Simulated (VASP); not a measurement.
# N on Ni(100): which site?, part 5 of 7

Aim: adsorption energies of N on the high-symmetry sites of Ni(100), at a coverage of 1/4.

VASP 6.6.1, plane waves and PAW; the level of theory is named at each step.

Still holding for the runs below: The magnetic state follows from one typed start and may not be the lowest.

So far, largest spin moment in the PAW sphere (μB): step 2 (the bulk reference, job relaxation, k-mesh 19×19×19) 0.684; step 4 (relaxing the slab) 0.786; step 6 (relaxing the adsorbate, site ontop) 0.775.

### 7. Potential and states with the adsorbate, site ontop

Level of this step: RPBE, spin-polarised from a ferromagnetic start; plane waves and PAW (Ni, N) (VASP).

A static run like the clean slab's shows how the vacuum level shifts, by charge transfer, by any dipole of the adsorbate and by the slab's own rearrangement.

Input file INCAR:

```
SYSTEM = Ni16N
PREC = Normal
ENCUT = 440
EDIFF = 1E-06
NELM = 120
ISMEAR = 1
SIGMA = 0.15
LREAL = Auto
ALGO = Fast
GGA = RP
NBANDS = 120
ISPIN = 2
MAGMOM = 1 1 1 1 1 1 1 1 1 1 1 1 1 1 1 1 0
LASPH = .TRUE.
LMAXMIX = 4
LORBIT = 11
LWAVE = .FALSE.
LCHARG = .FALSE.
KPAR = 2
NCORE = 2
IDIPOL = 3
LDIPOL = .TRUE.
DIPOL = 0.5 0.5 0.512
LVHAR = .TRUE.
LVACPOTAV = .TRUE.
NEDOS = 1500
```

Input file POSCAR:

```
Ni16N
1.0
    5.0272167418      0.0000000000      0.0000000000
    0.0000000000      5.0272167418      0.0000000000
    0.0000000000      0.0000000000     20.3321685729
Ni N
16 1
Selective dynamics
Direct
    0.2500000000      0.2500000000      0.3688735900  F F F
    0.7500000000      0.2500000000      0.3688735900  F F F
    0.2500000000      0.7500000000      0.3688735900  F F F
    0.7500000000      0.7500000000      0.3688735900  F F F
    0.0000000000      0.0000000000      0.4562912000  F F F
    0.5000000000      0.0000000000      0.4562912000  F F F
    0.0000000000      0.5000000000      0.4562912000  F F F
    0.5000000000      0.5000000000      0.4562912000  F F F
    0.2502464564      0.2502464564      0.5443913437  T T T
    0.7497535436      0.2502464564      0.5443913437  T T T
    0.2502464564      0.7497535436      0.5443913437  T T T
    0.7497535436      0.7497535436      0.5443913437  T T T
    0.0000000000      0.0000000000      0.6304131140  T T T
    0.5000000000      0.0000000000      0.6313662122  T T T
    0.0000000000      0.5000000000      0.6313662122  T T T
    0.5000000000      0.5000000000      0.6274328644  T T T
    0.0000000000      0.0000000000      0.7102672045  T T T
```

Input file KPOINTS:

```
Automatic mesh
0
Gamma
5 5 1
0 0 0
```

The projector-augmented-wave data sets are Ni and N (PBE family, release 64).

Launch:

```sh
$ mpirun -np 4 vasp_std
```

The log of the run:

```text
[... set-up lines as in an earlier step ...]
 entering main loop
       N       E                     dE             d eps       ncg     rms          rms(c)
DAV:   1     0.120107642680E+04    0.12011E+04   -0.64388E+04  2880   0.131E+03
DAV:   2     0.383384130096E+02   -0.11627E+04   -0.10881E+04  2880   0.313E+02
DAV:   3    -0.867020743172E+02   -0.12504E+03   -0.10895E+03  3184   0.131E+02
DAV:   4    -0.951694118289E+02   -0.84673E+01   -0.80978E+01  3152   0.322E+01
DAV:   5    -0.953289159274E+02   -0.15950E+00   -0.15934E+00  3168   0.423E+00    0.406E+01
RMM:   6    -0.115521824373E+03   -0.20193E+02   -0.16607E+02  3265   0.666E+01    0.566E+01
RMM:   7    -0.128040858608E+03   -0.12519E+02   -0.40999E+01  3302   0.303E+01    0.813E+01
RMM:   8    -0.880326670132E+02    0.40008E+02   -0.10932E+01  3221   0.161E+01    0.419E+01
RMM:   9    -0.869971110613E+02    0.10356E+01   -0.18110E+01  3329   0.204E+01    0.486E+01
RMM:  10    -0.852204113165E+02    0.17767E+01   -0.14195E+01  3200   0.169E+01    0.421E+01
RMM:  11    -0.787606345190E+02    0.64598E+01   -0.99474E+00  3317   0.157E+01    0.256E+01
RMM:  12    -0.784707653549E+02    0.28987E+00   -0.29282E+00  3243   0.814E+00    0.283E+01
RMM:  13    -0.784921906717E+02   -0.21425E-01   -0.18259E+00  3249   0.632E+00    0.292E+01
RMM:  14    -0.778489842944E+02    0.64321E+00   -0.38974E-01  3216   0.280E+00    0.241E+01
RMM:  15    -0.776176518683E+02    0.23133E+00   -0.71678E-01  3399   0.317E+00    0.151E+01
RMM:  16    -0.782199276930E+02   -0.60228E+00   -0.11097E+00  3474   0.467E+00    0.139E+01
RMM:  17    -0.777033778643E+02    0.51655E+00   -0.47084E-01  3344   0.327E+00    0.957E+00
RMM:  18    -0.778430429832E+02   -0.13967E+00   -0.23889E-01  3331   0.212E+00    0.954E+00
RMM:  19    -0.779831300972E+02   -0.14009E+00   -0.14669E-01  3307   0.181E+00    0.100E+01
RMM:  20    -0.778130410762E+02    0.17009E+00   -0.28109E-01  3542   0.165E+00    0.737E+00
RMM:  21    -0.775132368416E+02    0.29980E+00   -0.24589E-01  3569   0.150E+00    0.408E+00
RMM:  22    -0.778521120776E+02   -0.33888E+00   -0.86668E-02  3411   0.966E-01    0.434E+00
RMM:  23    -0.782175606747E+02   -0.36545E+00   -0.15791E-01  3529   0.103E+00    0.290E+00
RMM:  24    -0.784451163588E+02   -0.22756E+00   -0.90558E-02  3530   0.724E-01    0.111E+00
RMM:  25    -0.785916014078E+02   -0.14649E+00   -0.32939E-02  3444   0.428E-01    0.799E-01
RMM:  26    -0.787202279246E+02   -0.12863E+00   -0.27033E-02  3518   0.369E-01    0.732E-01
RMM:  27    -0.788266577174E+02   -0.10643E+00   -0.20233E-02  3541   0.286E-01    0.829E-01
RMM:  28    -0.788545281543E+02   -0.27870E-01   -0.28587E-03  3402   0.201E-01    0.508E-01
RMM:  29    -0.788625671966E+02   -0.80390E-02   -0.78374E-04  3367   0.927E-02    0.283E-01
RMM:  30    -0.788671906144E+02   -0.46234E-02   -0.74980E-04  3450   0.861E-02    0.181E-01
[...]
RMM:  38    -0.788750271688E+02   -0.36262E-03   -0.13213E-05  2847   0.555E-03    0.190E-02
RMM:  39    -0.788751260846E+02   -0.98916E-04   -0.39003E-06  2595   0.333E-03    0.146E-02
RMM:  40    -0.788751524610E+02   -0.26376E-04   -0.15586E-06  2457   0.228E-03    0.110E-02
RMM:  41    -0.788751621367E+02   -0.96757E-05   -0.12040E-06  2446   0.241E-03    0.668E-03
RMM:  42    -0.788751642765E+02   -0.21398E-05   -0.75187E-07  2383   0.174E-03    0.520E-03
RMM:  43    -0.788751669683E+02   -0.26918E-05   -0.24224E-07  2196   0.120E-03    0.450E-03
RMM:  44    -0.788751708658E+02   -0.38975E-05   -0.18380E-07  2138   0.105E-03    0.356E-03
RMM:  45    -0.788751769839E+02   -0.61182E-05   -0.11798E-07  1951   0.950E-04    0.170E-03
RMM:  46    -0.788751826959E+02   -0.57120E-05   -0.12689E-07  1973   0.895E-04    0.146E-03
RMM:  47    -0.788751855994E+02   -0.29035E-05   -0.68463E-08  1713   0.712E-04    0.910E-04
RMM:  48    -0.788751868700E+02   -0.12706E-05   -0.33379E-08  1467   0.603E-04    0.420E-04
RMM:  49    -0.788751873692E+02   -0.49919E-06   -0.19000E-08  1327   0.537E-04
 [... a notice as in an earlier step ...]

   1 F= -.78875187E+02 E0= -.78880042E+02  d E =0.145646E-01  mag=    11.5487
```

Wall time 3.4 min (4 MPI ranks of Intel Xeon Platinum 8559C (Emerald Rapids), shared host); peak memory 1.5 GiB; 14 min of CPU time.

Parts of OUTCAR (step 7):

```text
   NELECT =     165.0000    total number of electrons

 dipolmoment           0.000000      0.000000      0.169464 electrons x Angstroem

 E-fermi :  -0.0154

 spin component 1
 k-point     1 :       0.0000    0.0000    0.0000
  band No.  band energies     occupation
    ...
     83      -0.5039      1.00002
     84      -0.5039      1.00002
     85      -0.3730      1.00192
     86      -0.2670      1.01956
     87      -0.0331      0.59873
     88       0.4203     -0.00016
     89       0.5765     -0.00000
     90       0.7027     -0.00000
     91       0.7027     -0.00000
     92       0.9153     -0.00000
    ...

 k-point     2 :       0.2000    0.0000    0.0000
  band No.  band energies     occupation
    ...
     84      -0.5349      1.00001
     85      -0.4788      1.00006
     86      -0.4049      1.00074
     87      -0.3828      1.00145
     88      -0.1456      1.00546
     89       0.2540     -0.01457
     90       0.9545     -0.00000
     91       1.0103     -0.00000
     92       1.1866     -0.00000
     93       1.2470     -0.00000
    ...

  Total       -6.8204328     -6.8204328     -2.8809380      0.0000000     -0.0000000      0.0000000
  in kB      -21.2658917    -21.2658917     -8.9826727      0.0000000     -0.0000000      0.0000000
  external PRESSURE =     -17.1714854 kB  Pullay stress =       0.0000000 kB

 POSITION                                       TOTAL-FORCE (eV/Angst)
 -----------------------------------------------------------------------------------
      1.25680      1.25680      7.50000         0.020701      0.020701      0.306752
      3.77041      1.25680      7.50000        -0.020701      0.020701      0.306752
      1.25680      3.77041      7.50000         0.020701     -0.020701      0.306752
      3.77041      3.77041      7.50000        -0.020701     -0.020701      0.306752
      0.00000      0.00000      9.27739         0.000000      0.000000     -0.207499
      2.51361      0.00000      9.27739         0.000000      0.000000     -0.264388
      0.00000      2.51361      9.27739         0.000000      0.000000     -0.264388
      2.51361      2.51361      9.27739         0.000000      0.000000     -0.407371
      1.25804      1.25804     11.06866        -0.002145     -0.002145     -0.013445
      3.76917      1.25804     11.06866         0.002145     -0.002145     -0.013445
      1.25804      3.76917     11.06866        -0.002145      0.002145     -0.013445
      3.76917      3.76917     11.06866         0.002145      0.002145     -0.013445
      0.00000      0.00000     12.81767         0.000000      0.000000     -0.023540
      2.51361      0.00000     12.83704         0.000000      0.000000      0.002091
      0.00000      2.51361     12.83704         0.000000      0.000000      0.002091
      2.51361      2.51361     12.75707         0.000000      0.000000     -0.005376
      0.00000      0.00000     14.44127         0.000000      0.000000     -0.004848
 -----------------------------------------------------------------------------------
    total drift:                                0.000000      0.000000      0.025572

  FREE ENERGIE OF THE ION-ELECTRON SYSTEM (eV)
  ---------------------------------------------------
  free  energy   TOTEN  =       -78.8751873692 eV

  energy  without entropy=      -78.8897519275  energy(sigma->0) =      -78.88004222

 vacuum level on the upper side and lower side of the slab         5.901         4.687

[... 10 parts as in an earlier step ...]

[... 13 further parts left out ...]
```

Numbers from this step:

| Quantity | Value |
| --- | --- |
| electronic cycles | 49 |
| Fermi energy | -0.0154 eV |
| vacuum levels | 5.901, 4.687 eV |
| work functions of the upper and lower face | 5.916, 4.702 eV |

Zero at the Fermi level. Planar average of the electrostatic potential against height:

height (Å), planar average of the electrostatic potential (eV) and a bar from the least value:
```
      0.0        5.7 ##############################
      0.5        4.7 ############################
      1.0        4.7 ############################
      1.5        4.7 ############################
      2.0        4.7 ############################
      2.5        4.7 ############################
      3.0        4.7 ############################
      3.5        4.7 ############################
      4.0        4.7 ############################
      4.5        4.7 ############################
      5.0        4.6 ############################
      5.5        4.5 ############################
      6.0        3.9 ###########################
      6.5        1.8 #########################
      7.0       -6.6 ##############
      7.5      -16.9 
      8.0       -6.9 #############
      8.5       -2.3 ###################
      9.0      -13.3 #####
      9.5      -14.6 ###
     10.0       -2.8 ###################
     10.5       -5.5 ###############
     11.0      -16.9 
     11.5       -9.2 ##########
     12.0       -2.5 ###################
     12.5      -12.3 ######
     13.0      -15.2 ##
     13.5       -2.3 ###################
     14.0        1.7 ########################
     14.5        2.0 #########################
     15.0        4.5 ############################
     15.5        5.7 ##############################
     16.0        5.9 ##############################
     16.5        5.9 ##############################
     17.0        5.9 ##############################
     17.5        5.9 ##############################
     18.0        5.9 ##############################
     18.5        5.9 ##############################
     19.0        5.9 ##############################
     19.5        5.9 ##############################
     20.0        5.9 ##############################
```

Density of states in the PAW spheres, an atom over height of the layer and energy from the Fermi level.

Ten even steps from '_' (0.00 states/eV) to '@' (3.97 states/eV), each cell a mean:
```
::::::::..
++----==..
**====++..
@@%%##%%__
@@****##__
##******__
**++++==__
==++**==__
--====--__
::====--__
..====--..
..----::..
__....::::
____....__
__________
__________
__________
__________
__________
__________
__________
__________
```
Columns: height of the layer (Å) from 7.5 to 14.4 (not evenly spaced); rows upwards: energy from the Fermi level (eV) from -7.9 to 0.5.

Force by atom:

```csv
atom,x (eV/Å),y (eV/Å),z (eV/Å),size
Ni1,0.021,0.021,0.307,0.308
Ni2,-0.021,0.021,0.307,0.308
Ni3,0.021,-0.021,0.307,0.308
Ni4,-0.021,-0.021,0.307,0.308
Ni5,0.000,0.000,-0.207,0.207
Ni6,0.000,0.000,-0.264,0.264
Ni7,0.000,0.000,-0.264,0.264
Ni8,0.000,0.000,-0.407,0.407
Ni9,-0.002,-0.002,-0.013,0.014
Ni10,0.002,-0.002,-0.013,0.014
Ni11,-0.002,0.002,-0.013,0.014
Ni12,0.002,0.002,-0.013,0.014
Ni13,0.000,0.000,-0.024,0.024
Ni14,0.000,0.000,0.002,0.002
Ni15,0.000,0.000,0.002,0.002
Ni16,0.000,0.000,-0.005,0.005
N17,0.000,0.000,-0.005,0.005
```

The map of layer states is cut here 0.5 eV above the Fermi level, so it leaves out the states above that.

At the end the adsorbate's closest contact with the slab is N-Ni at 1.62 Å, nearly straight above the slab's atom, and its lowest atom lies 1.60 Å above the highest atom of the slab.

The vacuum level lies 5.92 eV above the Fermi level at the upper face; the two faces differ by 1.21 eV, the step that the slab's dipole of 0.169 e·Å makes.

VASP counts the dipole in electrons times Å, so a positive number points the physical dipole along −c.

The program found no field-free point at its default tolerance, but its printed level agrees with the flat part of the planar average.

On this mesh the fine structure of the density of states is sampling noise, and high empty states may be cut by the number of bands.

[end of part 5 of 7]

[Lines on the potential files, build, host, timing and source positions are cut from VASP's logs without a mark.]

[Logs are printed without paths, hosts, clocks, repeated set-up lines and the standing remarks that a program may print on its own settings, such as how far it seeks lower states.]

[Hosts, paths, dates, database ids (printed as entryN), source tags and the programs' standing remarks are cut or masked in the printed files.]

[Runs that stopped without an error message from VASP are left out.]
